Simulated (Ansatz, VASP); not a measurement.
Given: the input of a run of VASP 6.6.1 on Y3Ge.

File INCAR:

```
PREC     = Accurate       # precision mode
ENCUT    = 600            # plane-wave cutoff, eV
EDIFF    = 1E-7           # SCF threshold, eV
ISMEAR   = -1             # smearing method
SIGMA    = 0.05           # smearing width, eV
LREAL    = F              # projectors in reciprocal space
LASPH    = T              # aspherical terms in the spheres
NELM     = 80             # most SCF steps
ALGO     = Normal         # electronic algorithm
ISIF     = 3              # what is computed and relaxed
LWAVE    = F              # write WAVECAR
LCHARG   = F              # write CHGCAR
GGA      = B5             # functional
ALDAX    = 1.0          
AGGAX    = 1.0          
AGGAC    = 1.0          
ALDAC    = 0.0          
IVDW     = 12             # dispersion correction
VDW_S6   = 1.0          
VDW_S8   = 2.6996       
VDW_A1   = 0.4298       
VDW_A2   = 4.2359       
IBRION   = 2              # ionic algorithm
NSW      = 60             # ionic steps
EDIFFG   = -0.005         # ionic threshold
```

KPOINTS

```
Automatic mesh
0
Gamma
  6 6 6
```

File POSCAR:

```
Y3Ge
1.0
   -2.2653940000      2.2653940000      5.1970200000
    2.2653940000     -2.2653940000      5.1970200000
    2.2653940000      2.2653940000     -5.1970200000
Y Ge
3 1
Direct
    0.5000000000      0.5000000000      0.0000000000
    0.2500000000      0.7500000000      0.5000000000
    0.7500000000      0.2500000000      0.5000000000
    0.0000000000      0.0000000000      0.0000000000
```

Potentials or basis: VASP PAW PBE potentials, release 64 (Y_sv, Ge_d).

Command:

```sh
$ cat potpaw_PBE.64/Y_sv/POTCAR potpaw_PBE.64/Ge_d/POTCAR > POTCAR
$ mpirun -np 1 vasp_std > vasp.out
```

Problem. Set up the same calculation for Ansatz 0.2.0. Potentials there: Ansatz PAW.

Solution. As run (the cutoff follows the program's own potentials):

File input.yaml:

```yaml
crystal:
  lattice:
    - [-2.265394, 2.265394, 5.19702]
    - [2.265394, -2.265394, 5.19702]
    - [2.265394, 2.265394, -5.19702]
  atoms:
    - { symbol: "Y", position: [0.5, 0.5, 0.0] }
    - { symbol: "Y", position: [0.25, 0.75, 0.5] }
    - { symbol: "Y", position: [0.75, 0.25, 0.5] }
    - { symbol: Ge, position: [0.0, 0.0, 0.0] }
hamiltonian:
  xc: blyp
  pseudopotentials: { kind: paw }
  dispersion: d3bj
kpoints:
  mp_grid: { grid: [6, 6, 6] }
scf:
  occupations: { method: fermi_dirac, width: 0.05 }
output:
  forces: true
  stress: true
  eigenvalues: true
relax:
  f_tol: 0.01
  max_steps: 40
  cell: { stress_tol: 0.05 }
```

Potentials or basis: Ansatz PAW.

Launch:

```sh
$ ansatz run input.yaml --threads 2 --pin off --max-ram 5632MiB --backend cpu --events-out ev --progress --plain --runs-dir out
```

Both were run:

|  | VASP | Ansatz | Ansatz less VASP |
| --- | --- | --- | --- |
| gap on the k mesh at the Fermi level, each at its own relaxed structure (eV) | none | none | - |
| relaxed volume (Å³/atom) | 24.71 | 24.75 | +0.039 |
| relaxed cell length with the largest relative difference (Å) | 5.922 | 5.933 | +0.0113 |
| energy change over the relaxation (meV/atom) | -23 | -22 | +0.7 |

A gap of «none» marks a metal or a gap that the smearing closes.

Caveats: pairwise dispersion overbinds metals, which lowers pressure and volume; the PAW data sets were made with another functional, which shifts forces and pressure a little (VASP); the plane-wave basis is chosen anew once the cell has moved, so the energies of steps on either side of that aren't comparable (Ansatz); the PAW data sets come from PBE, with cores solved anew for the run's functional, which leaves a small shift of forces and pressure (Ansatz).
